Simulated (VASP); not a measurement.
An input for Ansatz (written as the equivalent of a VASP run, and not itself run):

Ansatz 0.2 input:
```yaml
crystal:
  lattice:
    - [1.5038082, -2.6046725, 0.0000000]
    - [1.5038082, 2.6046725, 0.0000000]
    - [0.0000000, 0.0000000, 5.9337886]
  atoms:
    - { symbol: Cd, position: [0.3333330, 0.6666670, 0.2500000] }
    - { symbol: Cd, position: [0.6666670, 0.3333330, 0.7500000] }
kpoints:
  mp_grid: { grid: [14, 14, 6] }
hamiltonian:
  xc: pbe
  pseudopotentials: { kind: paw }
scf:
  occupations: { method: methfessel_paxton, width: 0.1 }
  max_iter: 100
relax:
  max_steps: 40
  f_tol: 0.02
  cell: { p_target: 5 }
output: { forces: true, stress: true, eigenvalues: true }
```

Task: Write the VASP files for the same calculation (PBE).

Result: This is not unique; one that fits is 
### KPOINTS
```
Automatic mesh
0
gamma
  14 14 6
```

**POSCAR**
```
Cd
1.0
  1.5038082217  -2.6046725494   0.0000000000
  1.5038082217   2.6046725494   0.0000000000
  0.0000000000   0.0000000000   5.9337885937
Cd
2
direct
  0.3333330000   0.6666670000   0.2500000000
  0.6666670000   0.3333330000   0.7500000000
```

INCAR:
```
SYSTEM = Cd
PREC = Accurate
ENCUT = 500
EDIFF = 1E-6
NELM = 100
ALGO = Normal
LREAL = .FALSE.
LASPH = .TRUE.
ISMEAR = 1
SIGMA = 0.1
GGA = PE
LMAXMIX = 4
LWAVE = .FALSE.
LCHARG = .FALSE.
IBRION = 2
ISIF = 3
NSW = 40
EDIFFG = -0.02
PSTRESS = 50
```

POTCAR, in this order: Cd (PBE.64 set). Program: vasp_std.

Limits of the translation: each code has its own PAW files, so the cut-off isn't converted (ENCUT is set for VASP's; basis.ecutwfc is left out, and Ansatz then takes the one that its files recommend); Ansatz stops its SCF on the density residual and VASP on the energy change (EDIFF).

The compound is Cd in the hcp structure. This run relaxes it under an external pressure of 5 GPa. Symmetry was kept, so distortions that lower it aren't found.
